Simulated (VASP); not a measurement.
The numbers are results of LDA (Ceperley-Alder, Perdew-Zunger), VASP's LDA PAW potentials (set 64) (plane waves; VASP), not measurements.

Input for VASP

**KPOINTS**
```
Regular mesh
0
gamma
 7 7 6
```

INCAR:
```
SYSTEM=SnO
PREC=Accurate; ENCUT=520; LREAL=.FALSE.
LASPH=.TRUE.
EDIFF=1E-8; NELM=100; ALGO=Normal
LMAXMIX=4
ISMEAR=1; SIGMA=0.1
IBRION=1; NSW=30; ISIF=2
EDIFFG=-0.001
LWAVE=.FALSE.; LCHARG=.FALSE.
```

**POSCAR**
```
SnO
1.0
  3.7700667854   0.0000000000   0.0000000000
  0.0000000000   3.7700667854   0.0000000000
  0.0000000000   0.0000000000   4.6399606626
Sn O
2 2
direct
  0.5000000000   0.0000000000   0.7524157756
  0.0000000000   0.5000000000   0.2475842244
  0.5000000000   0.5000000000   0.0000000000
  0.0000000000   0.0000000000   0.0000000000
```

POTCAR, in this order: Sn_d O (LDA.64 set). Program: vasp_std.

What VASP printed:

OUTCAR:
```
 ion  position               nearest neighbor table
   1  0.500  0.000  0.752-   3 2.21   4 2.21   3 2.21   4 2.21   2 3.52   2 3.52   2 3.52   2 3.52
                             2 3.55   2 3.55   2 3.55   2 3.55
   2  0.000  0.500  0.248-   3 2.21   4 2.21   4 2.21   3 2.21   1 3.52   1 3.52   1 3.52   1 3.52
                             1 3.55   1 3.55   1 3.55   1 3.55
   3  0.500  0.500  0.000-   1 2.21   2 2.21   1 2.21   2 2.21
   4  0.000  0.000  0.000-   1 2.21   2 2.21   2 2.21   1 2.21
  LATTYP: Found a simple tetragonal cell.
 ALAT       =     3.7700667854
 C/A-ratio  =     1.2307369940
 Subroutine PRICEL returns:
 Original cell was already a primitive cell.
 Subroutine GETGRP returns: Found 16 space group operations
The static configuration has the point symmetry D_2d.
 The point group associated with its full space group is D_4h.
The dynamic configuration has the point symmetry D_2d.
 Subroutine INISYM returns: Found 16 space group operations
 Subroutine IBZKPT returns following result:
 Found     40 irreducible k-points:

 Following reciprocal coordinates:
            Coordinates               Weight
  0.000000  0.000000  0.000000      1.000000
  0.142857  0.000000  0.000000      4.000000
  0.285714  0.000000  0.000000      4.000000
  0.428571  0.000000  0.000000      4.000000
  0.142857  0.142857  0.000000      4.000000
  0.285714  0.142857  0.000000      8.000000
  0.428571  0.142857  0.000000      8.000000
  0.285714  0.285714  0.000000      4.000000
  0.428571  0.285714  0.000000      8.000000
  0.428571  0.428571  0.000000      4.000000
  0.000000  0.000000  0.166667      2.000000
  0.142857  0.000000  0.166667      8.000000
  0.285714  0.000000  0.166667      8.000000
  0.428571  0.000000  0.166667      8.000000
  0.142857  0.142857  0.166667      8.000000
  0.285714  0.142857  0.166667     16.000000
  0.428571  0.142857  0.166667     16.000000
  0.285714  0.285714  0.166667      8.000000
...
```

**OSZICAR**
```
       N       E                     dE             d eps       ncg     rms          rms(c)
DAV:   1     0.398324357995E+03    0.39832E+03   -0.20857E+04  1928   0.262E+03
DAV:   2     0.255885436727E+02   -0.37274E+03   -0.36606E+03  2096   0.580E+02
DAV:   3    -0.271839464496E+02   -0.52772E+02   -0.52082E+02  2288   0.193E+02
DAV:   4    -0.292107097752E+02   -0.20268E+01   -0.20241E+01  2232   0.420E+01
DAV:   5    -0.292665856515E+02   -0.55876E-01   -0.55872E-01  2448   0.714E+00    0.114E+01
DAV:   6    -0.258248764783E+02    0.34417E+01   -0.23000E+01  3264   0.524E+01    0.480E+00
DAV:   7    -0.257808321136E+02    0.44044E-01   -0.21418E+00  2208   0.983E+00    0.250E+00
DAV:   8    -0.257548271125E+02    0.26005E-01   -0.56911E-01  2928   0.553E+00    0.101E+00
DAV:   9    -0.257301767399E+02    0.24650E-01   -0.16371E-01  2960   0.409E+00    0.237E-01
DAV:  10    -0.257316949989E+02   -0.15183E-02   -0.19752E-02  2864   0.126E+00    0.205E-01
DAV:  11    -0.257306863760E+02    0.10086E-02   -0.55169E-03  2984   0.745E-01    0.219E-02
DAV:  12    -0.257307557393E+02   -0.69363E-04   -0.70490E-04  2032   0.164E-01    0.369E-02
DAV:  13    -0.257307444815E+02    0.11258E-04   -0.41052E-05  3048   0.783E-02    0.124E-02
DAV:  14    -0.257307430828E+02    0.13987E-05   -0.12980E-05  2840   0.279E-02    0.303E-03
DAV:  15    -0.257307429225E+02    0.16026E-06   -0.12279E-06  2664   0.781E-03    0.264E-03
DAV:  16    -0.257307428973E+02    0.25230E-07   -0.11638E-07  2144   0.336E-03    0.126E-03
DAV:  17    -0.257307428838E+02    0.13517E-07   -0.33394E-08  1928   0.156E-03    0.485E-04
DAV:  18    -0.257307428819E+02    0.18781E-08   -0.10285E-08  1168   0.923E-04
   1 F= -.25730743E+02 E0= -.25730559E+02  d E =-.257307E+02
       N       E                     dE             d eps       ncg     rms          rms(c)
DAV:   1    -0.257307429389E+02   -0.55147E-07   -0.18066E-04  2240   0.827E-02    0.245E-03
DAV:   2    -0.257307433537E+02   -0.41481E-06   -0.45557E-06  2960   0.181E-02    0.817E-04
DAV:   3    -0.257307433436E+02    0.10063E-07   -0.56579E-08  2256   0.295E-03    0.540E-04
DAV:   4    -0.257307433398E+02    0.38754E-08   -0.97608E-09  1408   0.178E-03
   2 F= -.25730743E+02 E0= -.25730560E+02  d E =-.457892E-06
```

**OUTCAR**
```
------------------------ aborting loop because EDIFF is reached ----------------------------------------
  FORCE on cell =-STRESS in cart. coord.  units (eV):
  Direction    XX          YY          ZZ          XY          YZ          ZX
  --------------------------------------------------------------------------------------
  Total       -0.0371639     -0.0371639      0.0035956      0.0000000     -0.0000000      0.0000000
  in kB       -0.9028572     -0.9028572      0.0873505      0.0000000     -0.0000000      0.0000000
  external PRESSURE =      -0.5727880 kB  Pullay stress =       0.0000000 kB
  volume of cell :       65.95
      direct lattice vectors                 reciprocal lattice vectors
     3.770066785  0.000000000  0.000000000     0.265247291  0.000000000  0.000000000
     0.000000000  3.770066785  0.000000000     0.000000000  0.265247291  0.000000000
     0.000000000  0.000000000  4.639960663     0.000000000  0.000000000  0.215519069
 POSITION                                       TOTAL-FORCE (eV/Angst)
 -----------------------------------------------------------------------------------
      1.88503      0.00000      3.49131        -0.000000      0.000000      0.000117
      0.00000      1.88503      1.14865         0.000000     -0.000000     -0.000117
      1.88503      1.88503      0.00000         0.000000     -0.000000      0.000000
      0.00000      0.00000      0.00000         0.000000      0.000000      0.000000
 -----------------------------------------------------------------------------------
    total drift:                                0.000000      0.000000      0.000000
  FREE ENERGIE OF THE ION-ELECTRON SYSTEM (eV)
  ---------------------------------------------------
  free  energy   TOTEN  =       -25.7307433398 eV

  energy  without entropy=      -25.7301934795  energy(sigma->0) =      -25.73056005

 reached required accuracy - stopping structural energy minimisation
```
(Selected blocks of OUTCAR.)

**CONTCAR**
```
SnO
   1.00000000000000
     3.7700667854000001    0.0000000000000000    0.0000000000000000
     0.0000000000000000    3.7700667854000001    0.0000000000000000
     0.0000000000000000    0.0000000000000000    4.6399606626000001
  Sn              O
     2     2
Direct
     0.5000000000000000    0.0000000000000000    0.7524449021619274
     0.0000000000000000    0.5000000000000000    0.2475550978380726
     0.5000000000000000    0.5000000000000000    0.0000000000000000
     0.0000000000000000    0.0000000000000000    0.0000000000000000
```

The compound is SnO in the litharge structure. This run relaxes the ions in a fixed cell. Symmetry was kept, so distortions that lower it aren't found. The start is the result of an earlier pass.
